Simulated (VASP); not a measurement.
Method: vdW-DF-cx, VASP's PBE PAW potentials (set 64) (plane waves; VASP).

Input for VASP

File KPOINTS:
```
Automatic mesh
0
Gamma
16 16 8
0 0 0
```

INCAR:
```
SYSTEM = Zn
PREC = Accurate; ENCUT = 520; LREAL = .False.
LASPH = .True.
EDIFF = 1E-7; NELM = 100; ALGO = Normal
LMAXMIX = 4
ISMEAR = 1; SIGMA = 0.1
GGA = CX; LUSE_VDW = .True.; AGGAC = 0.0
IBRION = 2; NSW = 30; ISIF = 4
EDIFFG = -0.01
LWAVE = .False.; LCHARG = .False.
```

POSCAR:
```
Zn
1.0
  1.3545626779  -2.3461718122   0.0000000000
  1.3545626779   2.3461718122   0.0000000000
  0.0000000000   0.0000000000   4.7618828557
Zn
2
direct
  0.3333330000   0.6666670000   0.2500000000
  0.6666670000   0.3333330000   0.7500000000
```

POTCAR, in this order: Zn (PBE.64 set). Program: vasp_std.

The resulting files:

**OSZICAR**
```
       N       E                     dE             d eps       ncg     rms          rms(c)
DAV:   1     0.102053320327E+03    0.10205E+03   -0.12907E+04  4864   0.237E+03
DAV:   2     0.608903370149E+01   -0.95964E+02   -0.94526E+02  4912   0.301E+02
DAV:   3     0.341484398358E+01   -0.26742E+01   -0.26708E+01  5960   0.620E+01
DAV:   4     0.340727518367E+01   -0.75688E-02   -0.75685E-02  5664   0.335E+00
DAV:   5     0.340726361180E+01   -0.11572E-04   -0.11571E-04  5944   0.108E-01    0.398E+00
DAV:   6     0.361824938017E+01    0.21099E+00   -0.10782E+00  4960   0.231E+01    0.298E+00
DAV:   7     0.362648471640E+01    0.82353E-02   -0.32443E-02  6096   0.334E+00    0.156E+00
DAV:   8     0.363049667936E+01    0.40120E-02   -0.18492E-03  6264   0.688E-01    0.468E-02
DAV:   9     0.363047918965E+01   -0.17490E-04   -0.24331E-04  6888   0.228E-01    0.359E-02
DAV:  10     0.363047297544E+01   -0.62142E-05   -0.21718E-05  5264   0.570E-02    0.345E-03
DAV:  11     0.363047325274E+01    0.27730E-06   -0.25438E-07  5480   0.995E-03    0.164E-03
DAV:  12     0.363047347907E+01    0.22633E-06   -0.43492E-08  3112   0.307E-03    0.734E-05
DAV:  13     0.363047347263E+01   -0.64406E-08   -0.12412E-08  2816   0.148E-03
   1 F= 0.36304735E+01 E0= 0.36305605E+01  d E =0.363047E+01
       N       E                     dE             d eps       ncg     rms          rms(c)
DAV:   1     0.357487077734E+01   -0.55603E-01   -0.10500E+00  5504   0.988E+00    0.140E+00
DAV:   2     0.360606788116E+01    0.31197E-01   -0.32074E-02  5232   0.344E+00    0.845E-01
DAV:   3     0.362293084737E+01    0.16863E-01   -0.20719E-02  6688   0.269E+00    0.861E-02
DAV:   4     0.362272953426E+01   -0.20131E-03   -0.25417E-03  5080   0.594E-01    0.559E-02
DAV:   5     0.362273418351E+01    0.46492E-05   -0.26272E-05  5640   0.102E-01    0.787E-03
DAV:   6     0.362273573848E+01    0.15550E-05   -0.25871E-06  5912   0.218E-02    0.104E-03
DAV:   7     0.362273568736E+01   -0.51119E-07   -0.26472E-07  4752   0.650E-03
   2 F= 0.36227357E+01 E0= 0.36229955E+01  d E =-.773779E-02
       N       E                     dE             d eps       ncg     rms          rms(c)
DAV:   1     0.330113928409E+01   -0.32160E+00   -0.66681E+00  5624   0.249E+01    0.351E+00
DAV:   2     0.350563544333E+01    0.20450E+00   -0.22171E-01  5088   0.784E+00    0.211E+00
DAV:   3     0.361531651524E+01    0.10968E+00   -0.15098E-01  6400   0.608E+00    0.245E-01
DAV:   4     0.361422776237E+01   -0.10888E-02   -0.14446E-02  5120   0.139E+00    0.169E-01
DAV:   5     0.361429875003E+01    0.70988E-04   -0.29832E-04  5488   0.211E-01    0.297E-02
DAV:   6     0.361432160292E+01    0.22853E-04   -0.27847E-05  6312   0.936E-02    0.239E-03
DAV:   7     0.361432118852E+01   -0.41440E-06   -0.35646E-06  5472   0.222E-02    0.126E-03
DAV:   8     0.361432109254E+01   -0.95988E-07   -0.52753E-08  2984   0.575E-03
   3 F= 0.36143211E+01 E0= 0.36143933E+01  d E =-.161524E-01
       N       E                     dE             d eps       ncg     rms          rms(c)
DAV:   1     0.358661135448E+01   -0.27710E-01   -0.57260E-01  5600   0.730E+00    0.103E+00
DAV:   2     0.360394213552E+01    0.17331E-01   -0.16369E-02  5192   0.245E+00    0.621E-01
DAV:   3     0.361334191991E+01    0.93998E-02   -0.11798E-02  6624   0.197E+00    0.637E-02
DAV:   4     0.361321833625E+01   -0.12358E-03   -0.15420E-03  5064   0.476E-01    0.420E-02
DAV:   5     0.361322030383E+01    0.19676E-05   -0.14658E-05  5864   0.873E-02    0.540E-03
DAV:   6     0.361322089742E+01    0.59359E-06   -0.13964E-06  5824   0.220E-02    0.119E-03
DAV:   7     0.361322092457E+01    0.27158E-07   -0.21960E-07  3824   0.702E-03
   4 F= 0.36132209E+01 E0= 0.36131304E+01  d E =-.172525E-01
       N       E                     dE             d eps       ncg     rms          rms(c)
DAV:   1     0.361275788534E+01   -0.46301E-03   -0.96300E-03  5560   0.946E-01    0.134E-01
DAV:   2     0.361305019862E+01    0.29231E-03   -0.28438E-04  5240   0.333E-01    0.807E-02
DAV:   3     0.361320975485E+01    0.15956E-03   -0.20110E-04  6608   0.258E-01    0.835E-03
DAV:   4     0.361320775845E+01   -0.19964E-05   -0.24951E-05  5080   0.598E-02    0.544E-03
DAV:   5     0.361320779904E+01    0.40588E-07   -0.25431E-07  4952   0.130E-02
   5 F= 0.36132078E+01 E0= 0.36131406E+01  d E =-.172657E-01
```

OUTCAR:
```
------------------------ aborting loop because EDIFF is reached ----------------------------------------
  FORCE on cell =-STRESS in cart. coord.  units (eV):
  Direction    XX          YY          ZZ          XY          YZ          ZX
  --------------------------------------------------------------------------------------
  Total       -0.6902870     -0.6902872     -0.6980907      0.0000000     -0.0000000      0.0000000
  in kB      -36.5403448    -36.5403563    -36.9534342      0.0000000     -0.0000000      0.0000000
  external PRESSURE =     -36.6780451 kB  Pullay stress =       0.0000000 kB
  volume of cell :       30.27
      direct lattice vectors                 reciprocal lattice vectors
     1.330365334 -2.304260714 -0.000000000     0.375836612 -0.216989335  0.000000000
     1.330365334  2.304260714 -0.000000000     0.375836612  0.216989335  0.000000000
     0.000000000  0.000000000  4.936681291     0.000000000  0.000000000  0.202565234
 POSITION                                       TOTAL-FORCE (eV/Angst)
 -----------------------------------------------------------------------------------
      1.33037      0.76809      1.23417        -0.000000      0.000000      0.000000
      1.33037     -0.76809      3.70251         0.000000     -0.000000      0.000000
 -----------------------------------------------------------------------------------
    total drift:                                0.000013      0.000074      0.000004
  FREE ENERGIE OF THE ION-ELECTRON SYSTEM (eV)
  ---------------------------------------------------
  free  energy   TOTEN  =         3.6132077990 eV

  energy  without entropy=        3.6130062392  energy(sigma->0) =        3.61314061

 reached required accuracy - stopping structural energy minimisation
```
(Selected blocks of OUTCAR.)

CONTCAR:
```
Zn
   1.00000000000000
     1.3303653337092589   -2.3042607141027269   -0.0000000000000000
     1.3303653337092589    2.3042607141027269   -0.0000000000000000
     0.0000000000000000    0.0000000000000000    4.9366812906420048
  Zn
     2
Direct
     0.3333330000000032    0.6666669999999968    0.2500000000000000
     0.6666669999999968    0.3333330000000032    0.7500000000000000
```

OUTCAR:
```
 val. band max:        2.9850484384   @ k =   0.3750   0.2500   0.5000

 cond. band min:       3.0996027465   @ k =   0.5000  -0.0000   0.5000


 Fermi energy:         3.0722767846

 k-point     1 :       0.0000    0.0000    0.0000
  band No.  band energies     occupation
      1      -7.4403      2.00000
      2      -5.6421      2.00000
      3      -4.9422      2.00000
      4      -4.7106      2.00000
      5      -4.7106      2.00000
      6      -4.6602      2.00000
      7      -4.6602      2.00000
      8      -4.3314      2.00000
      9      -4.3314      2.00000
     10      -4.1206      2.00000
     11      -4.1206      2.00000
     12      -0.6310      2.00000
     13      -0.0597      2.00000
     14      16.6403      0.00000
     15      20.4105      0.00000
     16      20.4105      0.00000

 k-point     2 :       0.0625   -0.0000    0.0000
  band No.  band energies     occupation
      1      -7.3240      2.00000
      2      -5.5913      2.00000
      3      -4.9304      2.00000
      4      -4.7219      2.00000
      5      -4.6831      2.00000
      6      -4.6727      2.00000
      7      -4.6341      2.00000
      8      -4.3558      2.00000
      9      -4.3422      2.00000
     10      -4.1860      2.00000
     11      -4.1192      2.00000
     12      -0.4460      2.00000
     13       0.0011      2.00000
     14      16.7637      0.00000
     15      18.3789      0.00000
     16      19.3566      0.00000

 k-point     3 :       0.1250   -0.0000    0.0000
  band No.  band energies     occupation
      1      -6.9809      2.00000
      2      -5.4569      2.00000
      3      -4.9059      2.00000
      4      -4.7462      2.00000
      5      -4.6926      2.00000
      6      -4.6041      2.00000
      7      -4.5591      2.00000
      8      -4.4512      2.00000
      9      -4.3715      2.00000
     10      -4.3173      2.00000
     11      -4.1168      2.00000
     12       0.0684      2.00000
     13       0.1942      2.00000
...
```

The compound is Zn in the hcp structure. This cell is one point of a volume scan, at 1.06 of the reference volume. Symmetry was kept, so distortions that lower it aren't found.
